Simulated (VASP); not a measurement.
# LiGeN (P6_3mc) in VASP: further runs, part 2 of 2

VASP 6.6.1. The steps go on from the part before.

## (3) Relaxation of cell and atoms, PBE

This run uses another cell than the first one, of 12.58 Å³/atom, 1.095 times its volume.

File INCAR:

```
SYSTEM = LiGeN
PREC = Accurate ; ENCUT = 520
EDIFF = 1E-7 ; ISMEAR = 0
SIGMA = 0.1 ; LREAL = .False.
LASPH = .True. ; NELM = 120
ALGO = Normal ; ISIF = 3
LWAVE = .False. ; LCHARG = .False.
GGA = PE ; IBRION = 2
NSW = 60 ; EDIFFG = -0.005
POTIM = 0.3 ; KPAR = 4
```

File KPOINTS:

```
regular mesh
0
Gamma
  12 12 4
  0 0 0
```

File POSCAR:

```
LiGeN                                   
1.0
    3.0060565913     -0.0000000000     -0.0000000000
   -1.5030283007      2.6033213780     -0.0000000000
    0.0000000000     -0.0000000000      9.6445396134
  Li              Ge              N             
     2     2     2
Direct
     0.0000000000000000    0.0000000000000000    0.2058248501463635
     0.0000000000000000    0.0000000000000000    0.7058248501463635
     0.3333333300000021    0.6666666699999979    0.4695250166180463
     0.6666666699999979    0.3333333300000021    0.9695250166180464
     0.3333333300000021    0.6666666699999979    0.0746217732355956
     0.6666666699999979    0.3333333300000021    0.5746217732355956
```

Potentials or basis: VASP PAW PBE potentials, release 64 (Li_sv, Ge_d, N).

Launch:

```console
$ cat potpaw_PBE.64/Li_sv/POTCAR potpaw_PBE.64/Ge_d/POTCAR potpaw_PBE.64/N/POTCAR > POTCAR
$ mpirun -np 4 vasp_std > vasp.out
```

OUTCAR:

```text
SYSTEM = LiGeN
   PREC = Accurate
   ENCUT = 520
   EDIFF = 1E-7
   ISMEAR = 0
   LREAL = .False.
   LASPH = .True.
   NELM = 120
   ISIF = 3
   GGA = PE
   IBRION = 2
   NSW = 60
   EDIFFG = -0.005
   POTIM = 0.3

 ion  position               nearest neighbor table
   1  0.000  0.000  0.206-   5 2.15   5 2.15   5 2.15
   2  0.000  0.000  0.706-   6 2.15   6 2.15   6 2.15
   3  0.333  0.667  0.470-   6 2.01   6 2.01   6 2.01
   4  0.667  0.333  0.970-   5 2.01   5 2.01   5 2.01
   5  0.333  0.667  0.075-   4 2.01   4 2.01   4 2.01   1 2.15   1 2.15   1 2.15
   6  0.667  0.333  0.575-   3 2.01   3 2.01   3 2.01   2 2.15   2 2.15   2 2.15

  LATTYP: Found a hexagonal cell.
 ALAT       =     3.0060565913
 C/A-ratio  =     3.2083692773

  Lattice vectors:

 A1 = (   3.0060565913,   0.0000000000,   0.0000000000)
 A2 = (  -1.5030283007,   2.6033213780,   0.0000000000)
 A3 = (   0.0000000000,   0.0000000000,   9.6445396134)

Analysis of symmetry for initial positions (statically):
=====================================================================
 Subroutine PRICEL returns:
 Original cell was already a primitive cell.

 Routine SETGRP: Setting up the symmetry group for a
 hexagonal supercell.

 Subroutine GETGRP returns: Found 12 space group operations
 (whereof  6 operations were pure point group operations)
 out of a pool of 24 trial point group operations.

The static configuration has the point symmetry C_3v.
 The point group associated with its full space group is C_6v.

Analysis of symmetry for dynamics (positions and initial velocities):
=====================================================================
 Subroutine PRICEL returns:
 Original cell was already a primitive cell.

 Routine SETGRP: Setting up the symmetry group for a
 hexagonal supercell.

 Subroutine GETGRP returns: Found 12 space group operations
 (whereof  6 operations were pure point group operations)
 out of a pool of 24 trial point group operations.

The dynamic configuration has the point symmetry C_3v.
 The point group associated with its full space group is C_6v.

 Subroutine INISYM returns: Found 12 space group operations
 (whereof  6 operations are pure point group operations),
 and found     1 'primitive' translations

----------------------------------------------------------------------------------------

                                     Primitive cell

  volume of cell :      75.4756

  direct lattice vectors                    reciprocal lattice vectors
     3.006056591  0.000000000  0.000000000     0.332661735  0.192062342  0.000000000
    -1.503028301  2.603321378  0.000000000     0.000000000  0.384124683  0.000000000
     0.000000000  0.000000000  9.644539613     0.000000000  0.000000000  0.103685613

  length of vectors
     3.006056591  3.006056598  9.644539613     0.384124684  0.384124683  0.103685613

  position of ions in fractional coordinates (direct lattice)
     0.000000000  0.000000000  0.205824850
     0.000000000  0.000000000  0.705824850
[... 71 lines left out ...]
   dimension x,y,z NGXF=    48 NGYF=   48 NGZF=  144
   ions per type =               2   2   2
   NGX,Y,Z   is equivalent  to a cutoff of  13.27, 13.27, 12.41 a.u.
   NGXF,Y,Z  is equivalent  to a cutoff of  26.55, 26.55, 24.82 a.u.
 SYSTEM =  LiGeN
   PREC   = accura    normal or accurate (medium, high low for compatibility)
   ISTART =      0    job   : 0-new  1-cont  2-samecut
   ICHARG =      2    charge: 1-file 2-atom 10-const
   ISPIN  =      1    spin polarized calculation?
   LNONCOLLINEAR =      F non collinear calculations
   LSORBIT =      F    spin-orbit coupling
   LASPH  =      T    aspherical Exc in radial PAW
   ENCUT  =  520.0 eV  38.22 Ry    6.18 a.u.   5.59  5.59 17.93*2*pi/ulx,y,z
   NELM   =    120;   NELMIN=  2; NELMDL= -5     # of ELM steps
   EDIFF  = 0.1E-06   stopping-criterion for ELM
   LREAL  =      F    real-space projection
   EDIFFG = -.5E-02   stopping-criterion for IOM
   NSW    =     60    number of steps for IOM
   IBRION =      2    ionic relax: 0-MD 1-quasi-New 2-CG
   NFREE  =      1    steps in history (QN), initial steepest desc. (CG)
   ISIF   =      3    stress and relaxation
   ISYM   =      2    0-nonsym 1-usesym 2-fastsym
   POTIM  = 0.3000    time-step for ionic-motion
   TEBEG  =    0.0;   TEEND  =   0.0 temperature during run
   PSTRESS=    0.0 pullay stress
   NELECT =      44.0000    total number of electrons
   NUPDOWN=      -1.0000    fix difference up-down
   EMIN   =  10.00;   EMAX   =-10.00  energy-range for DOS
   EFERMI =   0.00;   METHOD = LEGACY
   ISMEAR =     0;   SIGMA  =   0.10  broadening in eV -4-tet -1-fermi 0-gaus
   EFERMI_NEDOS =   21; number of points for ismear=-14 and -15
   IALGO  =     38    algorithm
   IMIX   =      4    mixing-type and parameters
     AMIX     =   0.40;   BMIX     =  1.00
     AMIX_MAG =   1.60;   BMIX_MAG =  1.00
  volume/ion in A,a.u.               =      12.58        84.89
  Fermi-wavevector in a.u.,A,eV,Ry     =   1.367593  2.584376 25.447126  1.870311
  Thomas-Fermi vector in A             =   2.493632
   LORBIT       =      0    0 simple, 1 ext, 2 COOP (PROOUT), +10 PAW based schemes
   GGA     = PE    functional components
   LHFCALC =     F    Hartree Fock is set to
   AEXX    =    0.0000 exact exchange contribution
   IVDW    =     0    specifies the selected vdW correction
   LEPSILON=     F    determine dielectric tensor
   LRPA    =     F    only Hartree local field effects (RPA)
 conjugate gradient relaxation of ions
 non-spin polarized calculation
 Gauss-broadening in eV      SIGMA  =   0.10
  energy-cutoff  :      520.00
  volume of cell :       75.48
 maximum number of plane-waves:      2076
 NGX is ok and might be reduce to    24
   NGX = 11   NGY = 11   NGZ = 35

--------------------------------------- Ionic step        1  -------------------------------------------

 number of electron      44.0000046 magnetization

 Free energy of the ion-electron system (eV)
  ---------------------------------------------------
  ext. energy  EPLUGINS =         0.00000000
  ---------------------------------------------------
  free energy    TOTEN  =       -31.21911874 eV

  energy without entropy =      -31.21911874  energy(sigma->0) =      -31.21911874

------------------------ aborting loop because EDIFF is reached ----------------------------------------

  FORCE on cell =-STRESS in cart. coord.  units (eV):
  Direction    XX          YY          ZZ          XY          YZ          ZX
  --------------------------------------------------------------------------------------
  -------------------------------------------------------------------------------------
  Total        0.0517653      0.0517653      0.3476628     -0.0000000      0.0000000      0.0000000
  in kB        1.0988609      1.0988609      7.3801018     -0.0000000      0.0000000      0.0000000
  external PRESSURE =       3.1926079 kB  Pullay stress =       0.0000000 kB
[... 101 lines left out ...]
  FREE ENERGIE OF THE ION-ELECTRON SYSTEM (eV)
  ---------------------------------------------------
  free  energy   TOTEN  =       -31.2198061634 eV

  energy  without entropy=      -31.2198061634  energy(sigma->0) =      -31.21980616

[... ionic steps 4 to 10 ...]

--------------------------------------- Ionic step       11  -------------------------------------------

 number of electron      44.0000036 magnetization

------------------------ aborting loop because EDIFF is reached ----------------------------------------
[... 75 lines left out ...]
--------------------------------------- Ionic step       13  -------------------------------------------

 number of electron      44.0000036 magnetization

 Free energy of the ion-electron system (eV)
  ---------------------------------------------------
  ext. energy  EPLUGINS =         0.00000000
  ---------------------------------------------------
  free energy    TOTEN  =       -31.22030122 eV

  energy without entropy =      -31.22030122  energy(sigma->0) =      -31.22030122

 E-fermi :   4.8771     XC(G=0): -10.2350

 val. band max:        4.4385137793   @ k =   0.1667   0.1667   0.0000
 cond. band min:       5.5873185286   @ k =   0.5000   0.0000   0.0000
 fundamental gap:      1.1488047493
 Fermi energy:         4.8770726713

 k-point     1 :       0.0000    0.0000    0.0000
  band No.  band energies     occupation
      1     -40.8659      2.00000
      2     -40.8659      2.00000
      3     -19.5444      2.00000
      4     -19.5444      2.00000
      5     -19.5444      2.00000
      6     -19.5444      2.00000
[... 685 lines left out ...]
     25       8.8556      0.00000
     26       9.9018      0.00000

 [... further k-points ...]
[... 5 lines left out ...]
  --------------------------------------------------------------------------------------
  -------------------------------------------------------------------------------------
  Total       -0.0022138     -0.0022138     -0.0181036      0.0000000      0.0000000      0.0000000
  in kB       -0.0466419     -0.0466419     -0.3814143      0.0000000      0.0000000      0.0000000
  external PRESSURE =      -0.1582327 kB  Pullay stress =       0.0000000 kB
[... 21 lines left out ...]
  FREE ENERGIE OF THE ION-ELECTRON SYSTEM (eV)
  ---------------------------------------------------
  free  energy   TOTEN  =       -31.2203012175 eV

  energy  without entropy=      -31.2203012175  energy(sigma->0) =      -31.22030122

 reached required accuracy - stopping structural energy minimisation
```

Run time: 2.3 min. Hardware: 4 MPI ranks of AMD EPYC 9R45 (Zen 5), shared host; peak memory 0.24 GiB.

These settings aren't checked as converged: the numbers below hold their error.

Results:

```yaml
Free_energy: -31.2203 eV
Relaxed_volume: 12.67 Å³/atom
Relaxed_cell: a = 3.007 Å, b = 3.007 Å, c = 9.709 Å, α = 90.00°, β = 90.00°, γ = 120.00°
Space_group_after_relaxing_to_0.05_Å: P6_3mc (No. 186)
Energy_gained_by_relaxing: 0.2 meV/atom
Ionic_steps: 13
Band_gap_on_the_k_mesh: 1.15 eV, indirect (least direct gap 1.94 eV)
```

Caveat: the cutoff is under 1.25 times the usual one of these potentials, so pressure, stress and relaxed cells hold a basis-set (Pulay) error.
